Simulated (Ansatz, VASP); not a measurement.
**Cross-check of Zr (Zirconium) between VASP and Ansatz**

One calculation is typed for both programs; each brings its own data sets. How far apart do they land? The cell is taken from a series of runs on this material, whose earlier steps may have relaxed, scaled, displaced or heated it; both programs get it as it stands.

Calculated with Ansatz 0.2.0; plane waves, with VASP 6.6.1 beside it; zone-centre phonons at PBEsol.

### Step 1. Set-up

Symmetry: P6_3/mmc, No. 194, hexagonal system. Conventional cell: a = 3.159 Å, b = 3.159 Å, c = 5.093 Å, α = 90.00°, β = 90.00°, γ = 120.00°. Nearest to Zr lie 12 Zr at 3.13 to 3.16 Å.

### Step 2. VASP: zone-centre phonons, PBEsol, pair 1

Second derivatives magnify differences that forces hide, and they need a tight electronic threshold.

Lines of VASP's logs that name or quote its potential files are left out, and so is its time.

The input, INCAR:

```
SYSTEM = Zr
PREC = Accurate
ENCUT = 500
EDIFF = 1E-08
NELM = 120
ISMEAR = 1
SIGMA = 0.2
LREAL = .FALSE.
ALGO = Normal
GGA = PS
NBANDS = 18
LASPH = .TRUE.
LORBIT = 11
LWAVE = .FALSE.
LCHARG = .FALSE.
ISIF = 2
IBRION = 8
GGA_COMPAT = .FALSE.
KPAR = 2
```

The input, POSCAR:

```
Zr
1.0
    3.1592745192      0.0000000000      0.0000000000
   -1.5796372596      2.7360119911      0.0000000000
    0.0000000000      0.0000000000      5.0933654210
Zr
2
Direct
    0.3333333334      0.6666666668      0.2500000000
    0.6666666668      0.3333333334      0.7500000000
```

The input, KPOINTS:

```
Automatic mesh
0
Gamma
15 15 8
0 0 0
```

The projector-augmented-wave data sets are Zr_sv (PBE family, release 64).

Command:

```console
> mpirun -np 2 vasp_std
```

Numbers of over 12 decimals in the logs are rounded to 6 here.

What it wrote:

```text
[banner, memory and clock lines left out]
running    2 mpi-ranks, on    1 nodes
 distrk:  each k-point on    1 cores,    2 groups
 distr:  one band on    1 cores,    1 groups

 POSCAR found type information on POSCAR Zr
 POSCAR found :  1 types and       2 ions
|                                                                             |
|               ----> ADVICE to this user running VASP <----                  |
|                                                                             |
|     You enforced a specific xc type in the INCAR file but a different       |
|     [... a line on the potential file left out ...]
|     I HOPE YOU KNOW WHAT YOU ARE DOING!                                     |
|                                                                             |

 LDA part: xc-table for (Slater+PW92), standard interpolation
 POSCAR, INCAR and KPOINTS ok, starting setup
 FFT: planning ... GRIDC
 FFT: planning ... GRID_SOFT
 FFT: planning ... GRID
 WAVECAR not read
 entering main loop
       N       E                     dE             d eps       ncg     rms          rms(c)
DAV:   1     0.209024385655E+03    0.20902E+03   -0.13177E+04  4868   0.129E+03
DAV:   2    -0.310625973512E+01   -0.21213E+03   -0.20883E+03  5666   0.376E+02
DAV:   3    -0.185323117126E+02   -0.15426E+02   -0.15280E+02  8812   0.735E+01
DAV:   4    -0.188976876699E+02   -0.36538E+00   -0.36504E+00  5594   0.119E+01
DAV:   5    -0.189096685789E+02   -0.11981E-01   -0.11970E-01  7264   0.144E+00    0.167E+01
DAV:   6    -0.182757648331E+02    0.63390E+00   -0.94998E-01  5218   0.773E+00    0.680E+00
DAV:   7    -0.181502714904E+02    0.12549E+00   -0.64194E-01  7052   0.546E+00    0.115E+00
DAV:   8    -0.181548372083E+02   -0.45657E-02   -0.37856E-02  6342   0.159E+00    0.275E-01
DAV:   9    -0.181551019008E+02   -0.26469E-03   -0.14333E-03  6236   0.359E-01    0.294E-02
DAV:  10    -0.181550747753E+02    0.27126E-04   -0.42951E-05  7042   0.413E-02    0.243E-02
DAV:  11    -0.181550760317E+02   -0.12564E-05   -0.98536E-06  5380   0.368E-02    0.250E-03
DAV:  12    -0.181550759914E+02    0.40288E-07   -0.37201E-07  6674   0.401E-03    0.234E-03
DAV:  13    -0.181550757502E+02    0.24127E-06   -0.38390E-08  4690   0.161E-03    0.802E-04
DAV:  14    -0.181550757052E+02    0.44921E-07   -0.79313E-09  2966   0.106E-03    0.182E-04
DAV:  15    -0.181550757045E+02    0.69576E-09   -0.87771E-10  2824   0.282E-04
   1 F= -.18155076E+02 E0= -.18155710E+02  d E =0.190290E-02
 Linear response reoptimize wavefunctions to high precision
DAV:   1    -0.181550757042E+02    0.31469E-09   -0.39467E-10  2882   0.190E-04
DAV:   2    -0.181550757042E+02   -0.17280E-10   -0.15257E-10  2760   0.839E-05
 Linear response DOF=           2
 Linear response progress:
  Degree of freedom:   1/  2
       N       E                     dE             d eps       ncg     rms          rms(c)
RMM:   1    -0.669933497762E+00   -0.66993E+00    0.27401E+00 21940   0.133E+01
RMM:   2    -0.621036622190E+00    0.48897E-01   -0.23562E-01 32799   0.268E+00    0.246E-01
RMM:   3    -0.622522206170E+00   -0.14856E-02   -0.37606E-02 40395   0.954E-01    0.817E-02
RMM:   4    -0.624784959721E+00   -0.22628E-02   -0.50338E-03 48805   0.353E-01    0.254E-02
RMM:   5    -0.625374507240E+00   -0.58955E-03   -0.91461E-04 48302   0.149E-01    0.178E-02
RMM:   6    -0.625411154210E+00   -0.36647E-04   -0.21487E-04 51721   0.636E-02    0.172E-02
RMM:   7    -0.625306258360E+00    0.10490E-03   -0.69075E-05 48696   0.383E-02    0.570E-03
RMM:   8    -0.625274553674E+00    0.31705E-04   -0.17490E-05 50616   0.170E-02    0.387E-03
RMM:   9    -0.625262248778E+00    0.12305E-04   -0.88174E-06 51640   0.103E-02    0.913E-04
RMM:  10    -0.625259634443E+00    0.26143E-05   -0.30556E-06 53345   0.563E-03    0.220E-04
RMM:  11    -0.625257441715E+00    0.21927E-05   -0.15902E-06 52751   0.353E-03    0.121E-04
RMM:  12    -0.625260622294E+00   -0.31806E-05   -0.27609E-07 53368   0.241E-03    0.369E-05
RMM:  13    -0.625260131400E+00    0.49089E-06    0.33693E-07 52962   0.176E-03    0.354E-05
RMM:  14    -0.625260389889E+00   -0.25849E-06    0.80065E-07 51905   0.137E-03    0.404E-05
[...]
RMM:  18    -0.625259993669E+00    0.17687E-06    0.10382E-06 49546   0.685E-04    0.299E-05
RMM:  19    -0.625259932988E+00    0.60682E-07    0.98549E-07 52310   0.599E-04    0.330E-05
RMM:  20    -0.625259980507E+00   -0.47519E-07    0.94898E-07 51111   0.533E-04    0.411E-05
RMM:  21    -0.625259945230E+00    0.35277E-07    0.88919E-07 48898   0.483E-04    0.403E-05
RMM:  22    -0.625259958881E+00   -0.13651E-07    0.83911E-07 48643   0.438E-04    0.452E-05
RMM:  23    -0.625259971871E+00   -0.12990E-07    0.78253E-07 45637   0.402E-04    0.497E-05
RMM:  24    -0.625259950993E+00    0.20878E-07    0.72768E-07 46615   0.373E-04    0.495E-05
RMM:  25    -0.625259912299E+00    0.38694E-07    0.67845E-07 46838   0.348E-04    0.483E-05
 first order change of Fermi-energy   0.17860E-04
 force on displaced ion       1 direction 1 :  -0.613   0.000   0.000
 Linear response progress:
  Degree of freedom:   2/  2
       N       E                     dE             d eps       ncg     rms          rms(c)
RMM:   1    -0.793512187311E+00   -0.79351E+00    0.29673E+00  7579   0.135E+01
RMM:   2    -0.744159490169E+00    0.49353E-01   -0.26192E-01 11176   0.275E+00    0.263E-01
RMM:   3    -0.747534300457E+00   -0.33748E-02   -0.45905E-02 13602   0.984E-01    0.910E-02
RMM:   4    -0.750253385788E+00   -0.27191E-02   -0.61363E-03 15345   0.362E-01    0.319E-02
RMM:   5    -0.750549253798E+00   -0.29587E-03   -0.10331E-03 16352   0.152E-01    0.207E-02
RMM:   6    -0.750441629312E+00    0.10762E-03    0.41031E-04 16783   0.672E-02    0.165E-02
RMM:   7    -0.750309197463E+00    0.13243E-03    0.76168E-05 16711   0.378E-02    0.516E-03
RMM:   8    -0.750314780824E+00   -0.55834E-05   -0.46447E-05 16654   0.201E-02    0.133E-03
RMM:   9    -0.750294114179E+00    0.20667E-04   -0.11431E-05 17471   0.110E-02    0.345E-04
RMM:  10    -0.750295121009E+00   -0.10068E-05   -0.20760E-05 17785   0.618E-03    0.313E-04
RMM:  11    -0.750295522755E+00   -0.40175E-06   -0.18119E-05 17598   0.377E-03    0.140E-04
RMM:  12    -0.750297606367E+00   -0.20836E-05   -0.19925E-05 17269   0.272E-03    0.647E-05
RMM:  13    -0.750297080801E+00    0.52557E-06   -0.13793E-05 17760   0.194E-03    0.374E-05
RMM:  14    -0.750297299151E+00   -0.21835E-06   -0.87438E-06 16958   0.149E-03    0.284E-05
RMM:  15    -0.750297174419E+00    0.12473E-06   -0.82027E-06 17286   0.117E-03    0.361E-05
RMM:  16    -0.750297013054E+00    0.16136E-06   -0.54620E-06 17853   0.938E-04    0.535E-05
RMM:  17    -0.750297184081E+00   -0.17103E-06   -0.55900E-06 16782   0.767E-04    0.608E-05
RMM:  18    -0.750297003387E+00    0.18069E-06   -0.32693E-06 17135   0.638E-04    0.726E-05
RMM:  19    -0.750297071004E+00   -0.67617E-07   -0.26758E-06 15280   0.556E-04    0.617E-05
RMM:  20    -0.750296977965E+00    0.93040E-07   -0.74761E-07 16178   0.474E-04    0.583E-05
RMM:  21    -0.750296956198E+00    0.21766E-07   -0.62506E-09 16922   0.410E-04    0.591E-05
RMM:  22    -0.750296936778E+00    0.19421E-07    0.50190E-07 16753   0.361E-04    0.606E-05
 first order change of Fermi-energy  -0.13069E-03
 force on displaced ion       1 direction 3 :   0.000  -0.000  -5.085
 Linear response finished
```

OUTCAR, selected parts (step 2):

```text
ion  position               nearest neighbor table
   1  0.333  0.667  0.250-   2 3.13   2 3.13   2 3.13   2 3.13   2 3.13   2 3.13
   2  0.667  0.333  0.750-   1 3.13   1 3.13   1 3.13   1 3.13   1 3.13   1 3.13

  LATTYP: Found a hexagonal cell.
 ALAT       =     3.1592745192
 C/A-ratio  =     1.6121946320

 Subroutine GETGRP returns: Found 24 space group operations
 (whereof 12 operations were pure point group operations)

The static configuration has the point symmetry D_3d.
 The point group associated with its full space group is D_6h.

 Found    135 irreducible k-points:

   k-points           NKPTS =    135   k-points in BZ     NKDIM =    135   number of bands    NBANDS=     18

   dimension x,y,z NGX =    24 NGY =   24 NGZ =   40
   dimension x,y,z NGXF=    48 NGYF=   48 NGZF=   80

   ENCUT  =  500.0 eV  36.75 Ry    6.06 a.u.   5.76  5.76  9.29*2*pi/ulx,y,z

   NELECT =      24.0000    total number of electrons

 k-points in reciprocal lattice and weights: Automatic mesh
   0.00000000  0.00000000  0.00000000       0.001
   0.06666667  0.00000000  0.00000000       0.003
   0.13333333  0.00000000  0.00000000       0.003
   0.20000000  0.00000000  0.00000000       0.003
   0.26666667  0.00000000  0.00000000       0.003
   0.33333333  0.00000000  0.00000000       0.003
   0.40000000  0.00000000  0.00000000       0.003
   0.46666667  0.00000000  0.00000000       0.003
   0.06666667  0.06666667  0.00000000       0.003
[...]
0.33333333  0.26666667  0.50000000       0.007
   0.33333333  0.33333333  0.50000000       0.001

 average (electrostatic) potential at core
       1 -73.6422       2 -73.6422

  Total        0.5729505      0.5729505      0.5719242      0.0000000     -0.0000000      0.0000000
  in kB       20.8505475     20.8505475     20.8132005      0.0000000     -0.0000000      0.0000000
  external PRESSURE =      20.8380985 kB  Pullay stress =       0.0000000 kB

  energy-cutoff  :      500.00
  volume of cell :       44.03
      direct lattice vectors                 reciprocal lattice vectors
     3.159274519  0.000000000  0.000000000     0.316528366  0.182747737  0.000000000
    -1.579637260  2.736011991  0.000000000     0.000000000  0.365495474  0.000000000
     0.000000000  0.000000000  5.093365421     0.000000000  0.000000000  0.196333842

 POSITION                                       TOTAL-FORCE (eV/Angst)
 -----------------------------------------------------------------------------------
      0.00000      1.82401      1.27334         0.000000      0.000000      0.000000
      1.57964      0.91200      3.82002        -0.000000     -0.000000      0.000000
 -----------------------------------------------------------------------------------
    total drift:                               -0.000000     -0.000000      0.000000

 Eigenvectors and eigenvalues of the dynamical matrix
 ----------------------------------------------------

   1 f  =    5.220020 THz    32.798353 2PiTHz  174.121122 cm-1    21.588258 meV
             X         Y         Z           dx          dy          dz
      0.000000  1.824008  1.273341     0.000000    0.000000    0.707107
      1.579637  0.912004  3.820024    -0.000000    0.000000   -0.707107

   2 f  =    1.811830 THz    11.384065 2PiTHz   60.436152 cm-1     7.493124 meV
             X         Y         Z           dx          dy          dz
      0.000000  1.824008  1.273341    -0.707107    0.000002    0.000000
      1.579637  0.912004  3.820024     0.707107   -0.000002    0.000000

   3 f  =    1.811830 THz    11.384065 2PiTHz   60.436152 cm-1     7.493124 meV
             X         Y         Z           dx          dy          dz
      0.000000  1.824008  1.273341    -0.000002   -0.707107    0.000000
      1.579637  0.912004  3.820024     0.000002    0.707107    0.000000

   4 f  =    0.000000 THz     0.000000 2PiTHz    0.000000 cm-1     0.000000 meV
             X         Y         Z           dx          dy          dz
      0.000000  1.824008  1.273341     0.485036   -0.514529   -0.000000
      1.579637  0.912004  3.820024     0.485036   -0.514529    0.000000

   5 f  =    0.000000 THz     0.000000 2PiTHz    0.000000 cm-1     0.000000 meV
             X         Y         Z           dx          dy          dz
      0.000000  1.824008  1.273341     0.000000    0.000000    0.707107
      1.579637  0.912004  3.820024    -0.000000    0.000000    0.707107

   6 f/i=    0.000000 THz     0.000000 2PiTHz    0.000001 cm-1     0.000000 meV
             X         Y         Z           dx          dy          dz
      0.000000  1.824008  1.273341     0.514529    0.485036    0.000000
      1.579637  0.912004  3.820024     0.514529    0.485036    0.000000

 ELASTIC MODULI CONTR FROM IONIC RELAXATION (kBar)
 Direction    XX          YY          ZZ          XY          YZ          ZX
 --------------------------------------------------------------------------------
 XX         -87.5971     87.5971     -0.0000     -0.0000     -0.0000      0.0000
 YY          87.5971    -87.5971      0.0000      0.0000      0.0000      0.0000
 ZZ          -0.0000      0.0000     -0.0000     -0.0000     -0.0000      0.0000
 XY          -0.0000      0.0000     -0.0000    -87.5971     -0.0000      0.0000
 YZ          -0.0000      0.0000     -0.0000     -0.0000     -0.0000      0.0000
 ZX           0.0000      0.0000      0.0000      0.0000      0.0000      0.0000
 --------------------------------------------------------------------------------
```

### Step 3. Ansatz: zone-centre phonons, PBEsol, pair 1

Ansatz runs on its PAW soft_1 files.

The same cell, functional, mesh and smearing now go to Ansatz, which takes its cutoff from its data sets.

The input, input.yaml:

```yaml
crystal:
  lattice:
    - [3.1592745192, 0.0, 0.0]
    - [-1.5796372596, 2.7360119911, 0.0]
    - [0.0, 0.0, 5.093365421]
  atoms:
    - { symbol: Zr, position: [0.3333333333, 0.6666666667, 0.25] }
    - { symbol: Zr, position: [0.6666666667, 0.3333333333, 0.75] }
kpoints:
  mp_grid: { grid: [15, 15, 8] }
hamiltonian:
  xc: pbesol
  pseudopotentials: { kind: paw, azcp: { folder: soft_1 }, xc_functional: pbe }
scf:
  occupations: { method: methfessel_paxton, width: 0.2 }
output:
  eigenvalues: true
phonons:
  method: dfpt
```

Command:

```console
> ansatz run input.yaml --threads 4 --pin off --max-ram 10240MiB --backend cpu --events-out ev --progress --plain --runs-dir out
```

What it wrote:

```text
zone centre: on kpoints.mp_grid the ground state, and the responses unless they are solved on pairs of k-points, stand on 320 of the mesh's 1800 k-points, reduced under 4 symmetry operations, with k and −k counted as one. Each operation leaves every solved displacement unchanged or reverses it
Engine: ansatz 0.2.0, aarch64-unknown-linux-gnu
Pseudopotentials: kind: paw
Pseudopotential: Zr, paw, valence charge 12, recommended cutoff 420 eV (normal), soft_1/Zr.paw.azcp
Functional definition: PBEsol
  exchange = pbesol_x
  correlation = pbesol_c
Crystal: 2 atoms, lattice volume = 44.026 Å³
Basis set: ecut = 420 eV, 845 PW (Γ), exchange–correlation on 48×48×72 points (8 copies of the dense FFT grid, shifted against one another)
Bands: 16, of which v1, the nominal top of the filled ones, is band 12 counted from 1 (11 counted from 0)
Symmetry: 24 space group operations
k-points: 320 of 1800 (irreducible under 4 space group operations, time reversal used)
Non-local potential: Zr, projectors of the file, l = 0: 3, l = 1: 2, l = 2: 2, l = 3: 1
PAW form: soft (Blöchl's): semilocal exchange-correlation on the pseudo side does not see the compensation charge
PAW frozen core: Zr, regenerated for the run's functional, and the local potential with it (the file was generated under x = pbe(κ = 0.804, μ = 0.219515), c = pbe(β = 0.066725))
PAW one-centre angular grid: Zr, 590 points (default); XC on 64 Gauss nodes
Initial density: superposition of atomic densities (chi_scale 0.1, normalization cell)
Initial wavefunctions: pseudopotential atomic-orbital guess
Functional: x = pbesol(κ = 0.804, μ = 0.123457), c = pbesol(β = 0.046)
SCF iter   1: F=—  HF=-8257.502796 eV  |F-HF|=—  |Δ(HF+E_count)|=         —  Δρ=3.02e-2  dr2=5.04e-1  ethr=3.10e-3  ⟨swp⟩=5.1  Hψ=47210  notcnv=0
automatic band count: the SCF goes on with 20 bands, as 16 were too few: they end inside the smearing window of the response
preconditioner: auto → none  [metal: Δε(μ)=0.013 eV  Ē_g=5.403 eV  σ=0.200 eV  W_gap=0.05  n_scr=8 (ndim 8)  ℏωp=15.8 eV  f_vac=0.000  D(μ)=1.91/eV (n_scr^D=22)  sad-step TF]
SCF iter   2: F=—  HF=-8257.381162 eV  |F-HF|=—  |Δ(HF+E_count)|=   1.22e-1  S|Δr|=    0.00e0  Δρ=1.91e-2  dr2=1.97e-1  ethr=2.10e-3  ⟨swp⟩=1.1  Hψ=9033  notcnv=0  defer=1
SCF iter   3: F=—  HF=-8257.310270 eV  |F-HF|=—  |Δ(HF+E_count)|=   7.09e-2  S|Δr|=    0.00e0  Δρ=1.05e-3  dr2=4.25e-4  ethr=8.22e-4  ⟨swp⟩=3.0  Hψ=11611  notcnv=0  defer=1
SCF iter   4: F=—  HF=-8257.310225 eV  |F-HF|=—  |Δ(HF+E_count)|=   4.54e-5  S|Δr|=    0.00e0  Δρ=1.94e-4  dr2=6.17e-6  ethr=1.77e-6  ⟨swp⟩=2.0  Hψ=9639  notcnv=0  defer=1
SCF iter   5: F=—  HF=-8257.310226 eV  |F-HF|=—  |Δ(HF+E_count)|=   1.72e-6  S|Δr|=    0.00e0  Δρ=2.85e-5  dr2=1.15e-7  ethr=2.57e-8  ⟨swp⟩=2.0  Hψ=9718  notcnv=0  defer=1
SCF iter   6: F=—  HF=-8257.310226 eV  |F-HF|=—  |Δ(HF+E_count)|=   1.05e-7  S|Δr|=    0.00e0  Δρ=3.97e-6  dr2=5.94e-9  ethr=4.81e-10  ⟨swp⟩=2.0  Hψ=9855  notcnv=0  defer=196
SCF iter   7: F=—  HF=-8257.310226 eV  |F-HF|=—  |Δ(HF+E_count)|=   1.95e-9  S|Δr|=    0.00e0  Δρ=7.94e-7  dr2=1.15e-10  ethr=2.47e-11  ⟨swp⟩=2.3  Hψ=9757  notcnv=0  defer=196
SCF iter   8: F=-8257.310226 eV  HF=-8257.310226 eV  |F-HF|=0.00e0  |Δ(HF+E_count)|=  2.00e-11  S|Δr|=    0.00e0  Δρ=5.78e-8  dr2=4.79e-13  ethr=1.00e-12  ⟨swp⟩=9.9  Hψ=29534  notcnv=0
SCF 1 converged in 8 iterations: F = -8257.310226 eV  dr2 = 4.79e-13
  greatest PAW one-centre occupation: 0.996 electrons in one spin orbital (limit 2), on the Zr atom at site 1 (counted from 0), in its partial waves of l = 0
DFPT response loops at Γ: preconditioner auto → Kerker (q_TF=auto, 2.466 Å⁻¹) (partly filled bands, converged f_vac=0.000); β = 1.00, the filter's whole step (`scf.mixing.beta` (0.50) is not read by the response loops under this deck's `scf.mixing.preconditioner`; to damp them name `kerker` or `kerker_dos`, under which they read `scf.mixing.beta`, and type it under 1.00, their step now; both keys bind the ground state too); Broyden in place of MSR1
SCF converged after 8 iterations
Stability not checked: this state was not tested for a lower state beside it, because cold or Methfessel-Paxton smearing, or corrected tetrahedra, fill the levels in a way that the test cannot read (fill_not_monotonic; see scf.lower_state_search)
Free energy (F): -8257.310226 eV
Harris-Foulkes:  -8257.310226 eV  (|F-HF|=0.00e0)
Internal energy: -8257.312133 eV  (E = F + TS)
E sigma→0 (E₀):  -8257.310703 eV
Entropy (-TS):   0.001907 eV (0.953 meV/atom)
Fermi energy:    14.790374 eV
--- Per-component energies (eV) ---
  E_band       = -172.637830
  E_kinetic    = 633.829981
  E_local      = -1158.019319  (includes V_loc(G=0)·N_el)
  E_nonlocal   = 154.135072
  E_hartree    = 376.805652
  E_xc         = -307.636766
  E_vxc        = -365.230557  (∫ρ·V_xc dr)
  E_paw        = -5819.956373  (= ΣΔE_a)
  E_vpaw       = -190.964262  (= ΣTr[D̂ρ^β])
  E_aug_tail   = -0.000050  (compensation charges beyond the density's cutoff)
  E_ewald      = -2136.801772
  E_core_change = 0.331442  (= ΣΔE_core)
  E_smearing   = 0.001907  (= −TS)
  E_closure    = -0.000000  (closes the sum)
  Σ components = -8257.310226   (vs F -8257.310226, Δ=0.00e0)
--- Band table (eV; the first three rows and the last of 320) ---
  k-point 0: bands = [... 8 lower, 9.0125, 11.5759, 15.6556, 15.6556, 15.6931, 16.0836, 16.3768, 16.3768, ... 4 higher]
  k-point 1: bands = [... 8 lower, 9.1502, 11.5752, 15.5891, 15.5902, 15.5902, 15.8251, 16.2770, 16.2770, ... 4 higher]
  k-point 2: bands = [... 8 lower, 9.5425, 11.5219, 15.2685, 15.3162, 15.4940, 15.4940, 16.0398, 16.0398, ... 4 higher]
  k-point 319: bands = [... 8 lower, 12.3897, 12.3897, 14.0864, 14.0864, 14.8275, 14.8275, 16.6807, 16.6807, ... 4 higher]
--- Phonons (Γ-DFPT): 2 representative perturbations + reference, on 320 of 1800 k-points (Σ response iterations 6) ---
  k mesh reduced under 4 symmetry operations, with k and −k counted as one. Each operation leaves every solved displacement unchanged or reverses it
  ASR residual: 4.000e-5 → 0.000e0 eV/Å²; symmetrization residual: 5.684e-14 eV/Å²
  ASR residual per site (eV/Å²): 4.00e-5 4.00e-5
  Γ frequencies (cm⁻¹): 0.00 0.00 0.00 59.84 59.84 172.66
  non-analytic LO–TO correction: not included (Born effective charges unavailable; polar crystals: no LO–TO splitting at Γ)
```

The column dr2 measures how far the density is from self-consistency, as an energy; F and HF (Harris–Foulkes) agree once it is small.

[end of part 1 of 2]

[Lines on the potential files, build, host, timing and source positions are cut from VASP's logs without a mark.]

[Logs are printed without paths, hosts, clocks, repeated set-up lines and the standing remarks that a program may print on its own settings, such as how far it seeks lower states.]

[Hosts, paths, dates, database ids (printed as entryN), source tags and the programs' standing remarks are cut or masked in the printed files.]
